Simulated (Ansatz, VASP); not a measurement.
# Cross-check of Si85Ge9 (amorphous Si0.9Ge0.1) between VASP and Ansatz, part 2 of 2

One calculation is typed for both programs; each brings its own data sets. How far apart do they land? Of the first pair: The cell is taken from a series of runs on this material, whose earlier steps may have relaxed, scaled, displaced or heated it; both programs get it as it stands.

VASP 6.6.1 and Ansatz 0.2.0.

So far. Step 5 (VASP: single point, PBE, pair 2): The run ends at a pressure of 1.20 GPa, with forces up to 0.030 eV/Å.

## Step 6: Ansatz: single point, PBE, pair 2

Level of this step: Ansatz beside VASP: Kohn-Sham DFT, plane waves, PBE (Ansatz).

The same cell, functional, mesh and smearing now go to Ansatz, which takes its cutoff from its data sets.

The cell is taken from a series of runs on this material, whose earlier steps may have relaxed, scaled, displaced or heated it; both programs get it as it stands.

Input file input.yaml:

```yaml
crystal:
  lattice:
    - [12.4022, 0.0, 0.0]
    - [0.0, 12.4022, 0.0]
    - [0.0, 0.0, 12.4022]
  atoms:
    - { symbol: Si, position: [0.89265, 0.00892, 0.76131] }
    - { symbol: Si, position: [0.82474, 0.10043, 0.35046] }
    - { symbol: Si, position: [0.60215, 0.29784, 0.41354] }
    - { symbol: Si, position: [0.00514, 0.47627, 0.44166] }
    - { symbol: Si, position: [0.63656, 0.29895, 0.2261] }
    - { symbol: Si, position: [0.50281, 0.85485, 0.68409] }
    - { symbol: Si, position: [0.25428, 0.49477, 0.86159] }
    - { symbol: Si, position: [0.23, 0.10731, 0.07345] }
    - { symbol: Si, position: [0.72661, 0.55556, 0.36009] }
    - { symbol: Si, position: [0.48292, 0.7069, 0.21407] }
    - { symbol: Si, position: [0.67086, 0.16598, 0.64819] }
    - { symbol: Si, position: [0.12126, 0.71554, 0.31249] }
    - { symbol: Si, position: [0.36498, 0.1606, 0.19882] }
    - { symbol: Si, position: [0.92675, 0.95608, 0.43995] }
    - { symbol: Si, position: [0.95317, 0.51829, 0.81368] }
    - { symbol: Si, position: [0.78252, 0.41948, 0.24229] }
    - { symbol: Si, position: [0.17791, 0.19613, 0.72017] }
    - { symbol: Si, position: [0.42126, 0.42936, 0.79503] }
    - { symbol: Si, position: [0.39805, 0.86704, 0.16732] }
    - { symbol: Si, position: [0.10993, 0.43387, 0.7547] }
    - { symbol: Si, position: [0.944, 0.78819, 0.33916] }
    - { symbol: Si, position: [0.36931, 0.45121, 0.13114] }
    - { symbol: Si, position: [0.86936, 0.1388, 0.0368] }
    - { symbol: Si, position: [0.40004, 0.7187, 0.92252] }
    - { symbol: Si, position: [0.83658, 0.42572, 0.69412] }
    - { symbol: Si, position: [0.15084, 0.45789, 0.56625] }
    - { symbol: Si, position: [0.47255, 0.29462, 0.12617] }
    - { symbol: Si, position: [0.87998, 0.17582, 0.85217] }
    - { symbol: Si, position: [0.15026, 0.91, 0.64589] }
    - { symbol: Si, position: [0.61065, 0.47827, 0.48933] }
[... 58 atom lines left out ...]
    - { symbol: Ge, position: [0.05415, 0.2667, 0.84553] }
    - { symbol: Ge, position: [0.41065, 0.00862, 0.43385] }
    - { symbol: Ge, position: [0.96868, 0.2894, 0.09923] }
    - { symbol: Ge, position: [0.69102, 0.14322, 0.11351] }
    - { symbol: Ge, position: [0.10681, 0.02297, 0.37552] }
    - { symbol: Ge, position: [0.42149, 0.70097, 0.40037] }
kpoints:
  mp_grid: { grid: [1, 1, 1] }
hamiltonian:
  xc: pbe
scf:
  occupations: { method: gaussian, width: 0.025 }
output:
  forces: true
  stress: true
  populations: true
  dos:
    method: { smearing: { sigma: 0.15 } }
    de: 0.1
    projected: { site_lists: { Ge: [Ge], Si: [Si] } }
  eigenvalues: true
  write_density: true
  write_potential: true
  volumetric_format: npy
```

The run is started by

```sh
$ ansatz run input.yaml --threads 4 --pin off --max-ram 8192MiB --backend cpu --events-out ev --progress --plain --runs-dir out
```

Numbers of over 12 decimals in the logs are rounded to 6 here.

Output:

```text
[...]
Crystal: 94 atoms, lattice volume = 1907.639 Å³
Basis set: ecut = 420 eV, 37385 PW (Γ), exchange–correlation on 180×180×180 points (8 copies of the dense FFT grid, shifted against one another)
Bands: 327, of which v1, the nominal top of the filled ones, is band 233 counted from 1 (232 counted from 0)
Symmetry: 1 space group operations
[...]
k-points: 1
[...]
--- Löwdin populations: 94 sites ---
  site symbol       q [e]
     0     Si      3.9970
     1     Si      3.9575
     2     Si      3.9271
     3     Si      3.9547
     4     Si      3.9672
     5     Si      3.9845
     6     Si      3.9234
     7     Si      3.9608
[...]
90     Ge     14.0204
    91     Ge     14.0190
    92     Ge     13.9408
    93     Ge     14.0532
  spilling = 0.008628 (of n_electrons = 466.000000)
[key lines of the parts left out:]
SCF converged after 10 iterations
Free energy (F): -92678.663826 eV
Fermi energy:    6.631249 eV
P = ⅓ Tr σ = 1.2860 GPa (12.860 kbar)
```

## Step 7: Comparison

Both answers:

```
              quantity  Ansatz   VASP  difference
        pressure (GPa)    1.29   1.20       +0.09
gap on the k mesh (eV)   0.369  0.368       0.000
```

At this near-relaxed geometry the largest component of a force difference is 9 meV/Å. A gap on the mesh is an upper bound, since the band edges may lie between its points.

## Step 8: Ansatz: relaxation, PBE

The two programs are compared at the cell with which this relaxation starts, whose forces are those of its first step.

The structure compared here is the start of the Ansatz relaxation; VASP solves that cell, so the two are compared at the walk's first step.

Input file input.yaml:

```yaml
crystal:
  lattice:
    - [12.4022, 0.0, 0.0]
    - [0.0, 12.4022, 0.0]
    - [0.0, 0.0, 12.4022]
  atoms:
    - { symbol: Si, position: [0.88919, 0.01096, 0.76208] }
    - { symbol: Si, position: [0.82876, 0.09606, 0.35422] }
    - { symbol: Si, position: [0.60653, 0.29404, 0.42484] }
    - { symbol: Si, position: [0.99291, 0.45449, 0.42056] }
    - { symbol: Si, position: [0.63687, 0.28869, 0.22882] }
    - { symbol: Si, position: [0.52765, 0.86607, 0.66607] }
    - { symbol: Si, position: [0.25095, 0.47479, 0.85847] }
    - { symbol: Si, position: [0.23129, 0.1082, 0.09409] }
    - { symbol: Si, position: [0.71981, 0.56068, 0.34978] }
    - { symbol: Si, position: [0.47277, 0.70447, 0.2076] }
    - { symbol: Si, position: [0.68057, 0.15433, 0.65126] }
    - { symbol: Si, position: [0.12307, 0.70957, 0.30488] }
    - { symbol: Si, position: [0.37165, 0.167, 0.21189] }
    - { symbol: Si, position: [0.92317, 0.9488, 0.4484] }
    - { symbol: Si, position: [0.95189, 0.50986, 0.81984] }
    - { symbol: Si, position: [0.76711, 0.42069, 0.24403] }
    - { symbol: Si, position: [0.18459, 0.1873, 0.7334] }
    - { symbol: Si, position: [0.42015, 0.41872, 0.77862] }
    - { symbol: Si, position: [0.38448, 0.86538, 0.15768] }
    - { symbol: Si, position: [0.09633, 0.41678, 0.74994] }
    - { symbol: Si, position: [0.93685, 0.78258, 0.33061] }
    - { symbol: Si, position: [0.36649, 0.45208, 0.12087] }
    - { symbol: Si, position: [0.86608, 0.13854, 0.0508] }
    - { symbol: Si, position: [0.3911, 0.71482, 0.91244] }
    - { symbol: Si, position: [0.82297, 0.42251, 0.70312] }
    - { symbol: Si, position: [0.13254, 0.47446, 0.5481] }
    - { symbol: Si, position: [0.46823, 0.29772, 0.13991] }
    - { symbol: Si, position: [0.88042, 0.16665, 0.86377] }
    - { symbol: Si, position: [0.14804, 0.91178, 0.65557] }
    - { symbol: Si, position: [0.60593, 0.48512, 0.48349] }
[... 58 atom lines left out ...]
    - { symbol: Ge, position: [0.05913, 0.25135, 0.86092] }
    - { symbol: Ge, position: [0.4132, 0.01507, 0.447] }
    - { symbol: Ge, position: [0.95438, 0.2979, 0.11715] }
    - { symbol: Ge, position: [0.68941, 0.14838, 0.11211] }
    - { symbol: Ge, position: [0.08331, 0.03279, 0.37805] }
    - { symbol: Ge, position: [0.43129, 0.71269, 0.39588] }
kpoints:
  mp_grid: { grid: [1, 1, 1] }
hamiltonian:
  xc: pbe
scf:
  occupations: { method: gaussian, width: 0.025 }
output:
  forces: true
relax:
  f_tol: 0.03
  max_steps: 199
```

Output:

```text
[...]
Crystal: 94 atoms, lattice volume = 1907.639 Å³
Basis set: ecut = 420 eV, 37385 PW (Γ), exchange–correlation on 180×180×180 points (8 copies of the dense FFT grid, shifted against one another)
Bands: 327, of which v1, the nominal top of the filled ones, is band 233 counted from 1 (232 counted from 0)
Symmetry: 1 space group operations
[...]
k-points: 1
[...]
SCF iter   1: F=—  HF=-92671.522486 eV  |F-HF|=—  |Δ(HF+E_count)|=         —  Δρ=4.11e-3  dr2=1.17e0  ethr=1.77e-3  ⟨swp⟩=6.0  Hψ=1435  notcnv=0  defer=41
[...]
- { symbol: Si, position: [0.669405, 0.857236, 0.385692] }
    - { symbol: Si, position: [0.279616, 0.267390, 0.343745] }
    - { symbol: Ge, position: [0.050874, 0.205293, 0.572611] }
    - { symbol: Ge, position: [0.127018, 0.990277, 0.186905] }
    - { symbol: Ge, position: [0.474438, 0.165465, 0.643831] }
    - { symbol: Ge, position: [0.054145, 0.266696, 0.845534] }
    - { symbol: Ge, position: [0.410652, 0.00861513, 0.433850] }
    - { symbol: Ge, position: [0.968684, 0.289403, 0.099229] }
    - { symbol: Ge, position: [0.691019, 0.143222, 0.113507] }
    - { symbol: Ge, position: [0.106815, 0.022972, 0.375515] }
    - { symbol: Ge, position: [0.421486, 0.700966, 0.400369] }
```

## Step 9: VASP: single point, PBE, start cell, pair 3

The same cell, functional, mesh and smearing now go to VASP, with its own data sets.

Input file INCAR:

```
SYSTEM = Si85Ge9
PREC = Accurate
ENCUT = 410
EDIFF = 1E-06
NELM = 120
ISMEAR = 0
SIGMA = 0.025
LREAL = Auto
ALGO = Normal
GGA = PE
NBANDS = 304
LORBIT = 11
LWAVE = .FALSE.
LCHARG = .FALSE.
ISIF = 2
LASPH = .TRUE.
GGA_COMPAT = .FALSE.
EFERMI = MIDGAP
NCORE = 2
```

Input file POSCAR:

```
Si85Ge9
1.0
   12.4022000000      0.0000000000      0.0000000000
    0.0000000000     12.4022000000      0.0000000000
    0.0000000000      0.0000000000     12.4022000000
Si Ge
85 9
Direct
    0.8891890149      0.0109577333      0.7620825337
    0.8287561884      0.0960636016      0.3542194127
    0.6065294867      0.2940365419      0.4248439793
    0.9929125478      0.4544919450      0.4205624809
    0.6368708777      0.2886907162      0.2288223057
    0.5276483205      0.8660721485      0.6660673106
    0.2509474126      0.4747867314      0.8584686588
    0.2312896099      0.1081985454      0.0940881457
    0.7198077760      0.5606827821      0.3497766525
    0.4727709600      0.7044717873      0.2076002645
    0.6805728016      0.1543274580      0.6512634855
    0.1230668752      0.7095676574      0.3048813920
    0.3716518037      0.1670026286      0.2118898260
    0.9231668575      0.9487994066      0.4483962523
    0.9518875683      0.5098611537      0.8198384158
    0.7671138991      0.4206914902      0.2440292851
    0.1845882182      0.1872974150      0.7334021383
    0.4201512635      0.4187160343      0.7786199223
    0.3844801729      0.8653787231      0.1576817016
    0.0963296834      0.4167808937      0.7499395269
    0.9368499137      0.7825788973      0.3306106981
    0.3664914289      0.4520810824      0.1208737160
    0.8660802116      0.1385399365      0.0507974392
    0.3910999661      0.7148167261      0.9124429537
    0.8229668930      0.4225137476      0.7031171889
    0.1325410008      0.4744561449      0.5480963055
    0.4682314428      0.2977213720      0.1399106610
    0.8804163777      0.1666478528      0.8637661060
    0.1480382513      0.9117817807      0.6555691732
    0.6059328184      0.4851236071      0.4834868007
[... 58 atom lines left out ...]
    0.0591266066      0.2513505668      0.8609198368
    0.4132008837      0.0150699070      0.4470013385
    0.9543790618      0.2978987599      0.1171485704
    0.6894099434      0.1483769009      0.1121091419
    0.0833078002      0.0327925691      0.3780538937
    0.4312863847      0.7126880715      0.3958813759
```

Input file KPOINTS:

```
Automatic mesh
0
Gamma
1 1 1
0 0 0
```

PAW data sets: Si and Ge_d (PBE family, release 64).

The run is started by

```sh
$ mpirun -np 8 vasp_gam
```

Output:

```text
[... set-up lines as in an earlier step ...]
 entering main loop
       N       E                     dE             d eps       ncg     rms          rms(c)
DAV:   1     0.593557395157E+04    0.59356E+04   -0.14266E+05   648   0.182E+03
DAV:   2     0.797338423263E+03   -0.51382E+04   -0.49210E+04   616   0.482E+02
DAV:   3    -0.336707804458E+03   -0.11340E+04   -0.10454E+04   720   0.178E+02
DAV:   4    -0.477082549889E+03   -0.14037E+03   -0.13334E+03   800   0.649E+01
[...]
DAV:  17    -0.474408783278E+03   -0.48367E-05   -0.11411E-05   640   0.513E-03    0.518E-03
DAV:  18    -0.474408784440E+03   -0.11615E-05   -0.12282E-06   488   0.225E-03    0.254E-03
DAV:  19    -0.474408784619E+03   -0.17899E-06   -0.64171E-07   408   0.127E-03
   1 F= -.47440878E+03 E0= -.47440840E+03  d E =-.773594E-03
```

From OUTCAR (step 9):

```text
  FREE ENERGIE OF THE ION-ELECTRON SYSTEM (eV)
  ---------------------------------------------------
  free  energy   TOTEN  =      -474.4087846185 eV

  energy  without entropy=     -474.4080110249  energy(sigma->0) =     -474.40839782
```

The run ends at a pressure of 1.48 GPa, with forces up to 3.0 eV/Å.

## Step 10: Comparison

What differs besides the data sets and the points named for the pairs above, as far as they apply: the cutoff is 420 eV in Ansatz and 410 eV in VASP (PREC = Accurate, projectors in real space). Total energies have different zeros and are not compared.

Forces on 8 of the 94 atoms, those with the largest forces and the largest differences (eV/Å; atoms numbered as in POSCAR):

```
atom        Ansatz x, y, z          VASP x, y, z
 Si8  0.626, 0.543, -1.026  0.617, 0.539, -1.017
Si19  0.727, -0.697, 2.529  0.726, -0.695, 2.519
Si27  1.006, 0.266, -1.413  1.004, 0.264, -1.409
Si37   0.372, 0.816, 1.812   0.373, 0.813, 1.810
Si64  1.911, -1.519, 0.068  1.909, -1.517, 0.062
Si70  -1.914, 0.456, 0.070  -1.913, 0.452, 0.066
Si74  0.855, 0.053, -2.888  0.854, 0.051, -2.877
Ge87  -1.334, 0.028, 1.058  -1.330, 0.029, 1.051
```

The forces differ by 3.2 meV/Å r.m.s., which is 0.5 % of the r.m.s. force of 0.670 eV/Å (both taken over all components).

## Step 11: Results

| Property | Result |
| --- | --- |
| r.m.s. force difference (single point, PBE, pair 1) | 0.56 % of the r.m.s. force |
| difference in gap on the k mesh (single point, PBE, pair 2) | 2.2e-4 eV |
| r.m.s. force difference (single point, PBE, start cell, pair 3) | 0.48 % of the r.m.s. force |

What this shows: The r.m.s. force difference is 0.56 % of the r.m.s. force (single point, PBE, pair 1), within the 3 % picked in this series as the mark of a large difference. 1 further run of this series is not shown here. How closely two codes agree says nothing of how well the functional describes the real material.

[Lines on the potential files, build, host, timing and source positions are cut from VASP's logs without a mark.]

[Logs are printed without paths, hosts, clocks, repeated set-up lines and the standing remarks that a program may print on its own settings, such as how far it seeks lower states.]

[Hosts, paths, dates, database ids (printed as entryN), source tags and the programs' standing remarks are cut or masked in the printed files.]
